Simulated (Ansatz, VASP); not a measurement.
# One calculation of CuRu4, two programs

The input INCAR:

```
SYSTEM = CuRu4
PREC     = Accurate       ! precision mode
ENCUT    = 520            ! plane-wave cutoff, eV
EDIFF    = 1E-6           ! SCF threshold, eV
ISMEAR   = 0              ! smearing method
SIGMA    = 0.1            ! smearing width, eV
LREAL    = .FALSE.        ! projectors in reciprocal space
LASPH    = .TRUE.         ! aspherical terms in the spheres
NELM     = 100            ! most SCF steps
ALGO     = Normal         ! electronic algorithm
ISIF     = 2              ! what is computed and relaxed
LWAVE    = .FALSE.        ! write WAVECAR
LCHARG   = .FALSE.        ! write CHGCAR
GGA      = PE             ! functional
NBANDS   = 42             ! bands
```

Contents of KPOINTS:

```
regular mesh
0
G
  10 10 10
  0 0 0
```

File POSCAR:

```
CuRu4
1.0
   -2.7226989575      2.7226989575      2.7226989575
    2.7226989575     -2.7226989575      2.7226989575
    2.7226989575      2.7226989575     -2.7226989575
Cu Ru
1 4
Direct
    0.0000000000      0.0000000000      0.0000000000
    0.0000000000      0.0000000000      0.5000000000
    0.5000000000      0.0000000000      0.0000000000
    0.0000000000      0.5000000000      0.0000000000
    0.5000000000      0.5000000000      0.5000000000
```

Input for Ansatz:

```yaml
crystal:
  lattice:
    - [-2.7226989575, 2.7226989575, 2.7226989575]
    - [2.7226989575, -2.7226989575, 2.7226989575]
    - [2.7226989575, 2.7226989575, -2.7226989575]
  atoms:
    - { symbol: Cu, position: [0.0, 0.0, 0.0] }
    - { symbol: Ru, position: [0.0, 0.0, 0.5] }
    - { symbol: Ru, position: [0.5, 0.0, 0.0] }
    - { symbol: Ru, position: [0.0, 0.5, 0.0] }
    - { symbol: Ru, position: [0.5, 0.5, 0.5] }
basis:
  ecutwfc: 420
kpoints:
  mp_grid: { grid: [10, 10, 10] }
  band_path:
    path:
      - [[0.0, 0.0, 0.0], [0.5, -0.5, 0.5], [0.0, 0.0, 0.5], [0.0, 0.0, 0.0], [0.25, 0.25, 0.25], [0.5, -0.5, 0.5]]
      - [[0.25, 0.25, 0.25], [0.0, 0.0, 0.5]]
    npoints: 14
hamiltonian:
  xc: pbe
scf:
  occupations: { method: gaussian, width: 0.1 }
  n_extra_bands: 12
output:
  forces: true
  stress: true
  eigenvalues: true
  populations: true
  dos: { projected: true, de: 0.02, nscf_kmesh: { grid: [15, 15, 15] } }
  bader: true
  write_density: true
  write_potential: true
  elf: true
  volumetric_format: npy
```

The cell was built by a generator and needn't be a form met in nature.

Alike in both runs: task single point; functional PBE; k mesh 10 × 10 × 10; occupations gaussian, width 0.1 eV; no spin polarisation.

```csv
,VASP,Ansatz
version,VASP 6.6.1,Ansatz 0.2.0
potentials or method,"VASP PAW PBE potentials, release 64 (Cu, Ru_pv)","scalar-relativistic, plane waves, PAW"
plane-wave cutoff (eV),520,420
valence electrons in the cell,67,83
```

```csv
,VASP,Ansatz,Ansatz less VASP
gap on the k mesh at the Fermi level (eV),none,none,-
pressure (GPa),0.0,0.0,+0.01
```

A gap of «none» marks a metal or a gap that the smearing closes. The functional is the same, so the differences come from potentials, cutoffs and numerics. The two sets of potentials don't hold the same shells in valence.
